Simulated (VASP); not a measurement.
Calculation: PBE GGA, VASP's PBE PAW potentials (set 64) (plane waves; VASP 6.6.1).

VASP ran on this input.

**INCAR**
```
SYSTEM = CuAu
PREC = Accurate
ENCUT = 300
EDIFF = 1E-6
NELM = 100
ALGO = Normal
LREAL = .FALSE.
LASPH = .TRUE.
ISMEAR = 0
SIGMA = 0.1
GGA = PE
LMAXMIX = 6
LWAVE = .FALSE.
LCHARG = .FALSE.
ISIF = 2
```

### POSCAR
```
CuAu
1
    2.8507000000     0.0000000000     0.0000000000
    0.0000000000     2.8507000000     0.0000000000
    0.0000000000     0.0000000000     3.5816100000
Cu Au
1 1
Direct
  0.5000000000   0.5000000000   0.5000000000
  0.0000000000   0.0000000000   0.0000000000
```

### KPOINTS
```
Automatic mesh
0
Gamma
9 9 8
0 0 0
```

POTCAR, in this order: Cu Au (PBE.64 set). Program: vasp_std.

Output of the run:

### OUTCAR
```
 ion  position               nearest neighbor table
   1  0.500  0.500  0.500-   2 2.70   2 2.70   2 2.70   2 2.70   2 2.70   2 2.70   2 2.70   2 2.70
  LATTYP: Found a simple tetragonal cell.
 ALAT       =     2.8507000000
 C/A-ratio  =     1.2563966745
 Subroutine PRICEL returns:
 Original cell was already a primitive cell.
 Subroutine GETGRP returns: Found 16 space group operations
The static configuration has the point symmetry D_4h.
The dynamic configuration has the point symmetry D_4h.
 Subroutine INISYM returns: Found 16 space group operations
 Subroutine IBZKPT returns following result:
 Found     75 irreducible k-points:

 Following reciprocal coordinates:
            Coordinates               Weight
  0.000000  0.000000  0.000000      1.000000
  0.111111  0.000000  0.000000      4.000000
  0.222222  0.000000  0.000000      4.000000
  0.333333  0.000000  0.000000      4.000000
  0.444444  0.000000  0.000000      4.000000
  0.111111  0.111111  0.000000      4.000000
  0.222222  0.111111  0.000000      8.000000
  0.333333  0.111111  0.000000      8.000000
  0.444444  0.111111  0.000000      8.000000
  0.222222  0.222222  0.000000      4.000000
  0.333333  0.222222  0.000000      8.000000
  0.444444  0.222222  0.000000      8.000000
  0.333333  0.333333  0.000000      4.000000
  0.444444  0.333333  0.000000      8.000000
  0.444444  0.444444  0.000000      4.000000
  0.000000  0.000000  0.125000      2.000000
  0.111111  0.000000  0.125000      8.000000
  0.222222  0.000000  0.125000      8.000000
  0.333333  0.000000  0.125000      8.000000
  0.444444  0.000000  0.125000      8.000000
  0.111111  0.111111  0.125000      8.000000
  0.222222  0.111111  0.125000     16.000000
  0.333333  0.111111  0.125000     16.000000
  0.444444  0.111111  0.125000     16.000000
  0.222222  0.222222  0.125000      8.000000
  0.333333  0.222222  0.125000     16.000000
  0.444444  0.222222  0.125000     16.000000
  0.333333  0.333333  0.125000      8.000000
  0.444444  0.333333  0.125000     16.000000
  0.444444  0.444444  0.125000      8.000000
  0.000000  0.000000  0.250000      2.000000
  0.111111  0.000000  0.250000      8.000000
  0.222222  0.000000  0.250000      8.000000
  0.333333  0.000000  0.250000      8.000000
  0.444444  0.000000  0.250000      8.000000
  0.111111  0.111111  0.250000      8.000000
  0.222222  0.111111  0.250000     16.000000
  0.333333  0.111111  0.250000     16.000000
  0.444444  0.111111  0.250000     16.000000
  0.222222  0.222222  0.250000      8.000000
   k-points           NKPTS =     75   k-points in BZ     NKDIM =     75   number of bands    NBANDS=     15
   number of dos      NEDOS =    301   number of ions     NIONS =      2
   total plane-waves  NPLWV =   5120
   dimension x,y,z NGX =    16 NGY =   16 NGZ =   20
   dimension x,y,z NGXF=    32 NGYF=   32 NGZF=   40
   ions per type =               1   1
   PREC   = accura    normal or accurate (medium, high low for compatibility)
   ISTART =      0    job   : 0-new  1-cont  2-samecut
   ICHARG =      2    charge: 1-file 2-atom 10-const
   ISPIN  =      1    spin polarized calculation?
   LNONCOLLINEAR =      F non collinear calculations
   LSORBIT =      F    spin-orbit coupling
   INIWAV =      1    electr: 0-lowe 1-rand  2-diag
   ENCUT  =  300.0 eV  22.05 Ry    4.70 a.u.   4.03  4.03  5.06*2*pi/ulx,y,z
   NELM   =    100;   NELMIN=  2; NELMDL= -5     # of ELM steps
   EDIFF  = 0.1E-05   stopping-criterion for ELM
   LREAL  =      F    real-space projection
   NLSPLINE    = F    spline interpolate recip. space projectors
   LMAXMIX     =    6 max onsite mixed and CHGCAR
...
```

### OSZICAR
```
       N       E                     dE             d eps       ncg     rms          rms(c)
DAV:   1     0.917452059073E+02    0.91745E+02   -0.80013E+03  2423   0.132E+03
DAV:   2    -0.559152994696E+01   -0.97337E+02   -0.92632E+02  2341   0.259E+02
DAV:   3    -0.801093837867E+01   -0.24194E+01   -0.23762E+01  2817   0.480E+01
DAV:   4    -0.803730404902E+01   -0.26366E-01   -0.26361E-01  2481   0.430E+00
DAV:   5    -0.803819665472E+01   -0.89261E-03   -0.89259E-03  3394   0.897E-01    0.114E+01
DAV:   6    -0.752207273523E+01    0.51612E+00   -0.87409E+00  2304   0.812E+01    0.549E+00
DAV:   7    -0.712222622456E+01    0.39985E+00   -0.32366E+00  2763   0.855E+01    0.565E+00
DAV:   8    -0.706792317147E+01    0.54303E-01   -0.25568E-01  2986   0.126E+01    0.272E+00
DAV:   9    -0.706085945651E+01    0.70637E-02   -0.23195E-02  3436   0.351E+00    0.147E-01
DAV:  10    -0.706047879982E+01    0.38066E-03   -0.31940E-03  3156   0.735E-01    0.834E-02
DAV:  11    -0.706047929474E+01   -0.49493E-06   -0.96708E-05  3287   0.191E-01    0.393E-02
DAV:  12    -0.706047319302E+01    0.61017E-05   -0.12346E-05  3133   0.116E-01    0.220E-03
DAV:  13    -0.706047302333E+01    0.16969E-06   -0.31571E-07  1426   0.996E-03
   1 F= -.70604730E+01 E0= -.70590230E+01  d E =-.290009E-02
```

File OUTCAR:
```
------------------------ aborting loop because EDIFF is reached ----------------------------------------
  FORCE on cell =-STRESS in cart. coord.  units (eV):
  Direction    XX          YY          ZZ          XY          YZ          ZX
  --------------------------------------------------------------------------------------
  Total        0.3984468      0.3984468      0.7758976      0.0000000      0.0000000     -0.0000000
  in kB       21.9330782     21.9330782     42.7104041      0.0000000      0.0000000     -0.0000000
  external PRESSURE =      28.8588535 kB  Pullay stress =       0.0000000 kB
  volume of cell :       29.11
      direct lattice vectors                 reciprocal lattice vectors
     2.850700000  0.000000000  0.000000000     0.350791034  0.000000000  0.000000000
     0.000000000  2.850700000  0.000000000     0.000000000  0.350791034  0.000000000
     0.000000000  0.000000000  3.581610000     0.000000000  0.000000000  0.279204045
 POSITION                                       TOTAL-FORCE (eV/Angst)
 -----------------------------------------------------------------------------------
      1.42535      1.42535      1.79080         0.000000      0.000000      0.000000
      0.00000      0.00000      0.00000         0.000000      0.000000      0.000000
 -----------------------------------------------------------------------------------
    total drift:                                0.000000      0.000000      0.000000
  FREE ENERGIE OF THE ION-ELECTRON SYSTEM (eV)
  ---------------------------------------------------
  free  energy   TOTEN  =        -7.0604730233 eV

  energy  without entropy=       -7.0575729289  energy(sigma->0) =       -7.05902298
```
(Selected blocks of OUTCAR.)

File OUTCAR:
```
 val. band max:        8.8041927810   @ k =   0.4444   0.1111   0.5000

 cond. band min:       8.8459986188   @ k =   0.4444   0.0000   0.0000


 Fermi energy:         8.8324337179

 k-point     1 :       0.0000    0.0000    0.0000
  band No.  band energies     occupation
      1      -1.0283      2.00000
      2       2.2079      2.00000
      3       2.3467      2.00000
      4       4.6234      2.00000
      5       4.6234      2.00000
      6       5.5653      2.00000
      7       5.9999      2.00000
      8       6.6536      2.00000
      9       7.0397      2.00000
     10       7.2597      2.00000
     11       7.2597      2.00000
     12      11.4622      0.00000
     13      17.5442      0.00000
     14      18.2292      0.00000
     15      18.2292      0.00000

 k-point     2 :       0.1111    0.0000    0.0000
  band No.  band energies     occupation
      1      -0.7518      2.00000
      2       2.3341      2.00000
      3       2.5072      2.00000
      4       4.4807      2.00000
      5       4.6897      2.00000
      6       5.4579      2.00000
      7       6.0365      2.00000
      8       6.6339      2.00000
      9       6.9155      2.00000
     10       6.9175      2.00000
     11       7.1973      2.00000
     12      12.1787      0.00000
     13      16.1884      0.00000
     14      17.9925      0.00000
     15      18.7116      0.00000

 k-point     3 :       0.2222    0.0000    0.0000
  band No.  band energies     occupation
      1       0.0168      2.00000
      2       2.5916      2.00000
      3       3.0334      2.00000
      4       4.1018      2.00000
      5       4.8752      2.00000
      6       5.1734      2.00000
      7       6.0615      2.00000
      8       6.3571      2.00000
      9       6.6577      2.00000
     10       6.6604      2.00000
     11       7.0209      2.00000
     12      13.4590      0.00000
     13      13.8251      0.00000
     14      17.9891      0.00000
     15      20.0277      0.00000
...
```

At this cut-off the stress carries a Pulay error, which pulls relaxed volumes low. Unless said otherwise, spin-orbit coupling is left out, though it shifts the bands of the heavy elements here.

The structure comes from a computed database's CuAu entry; how it stands against other phases isn't given here. The cell was not relaxed at this level.
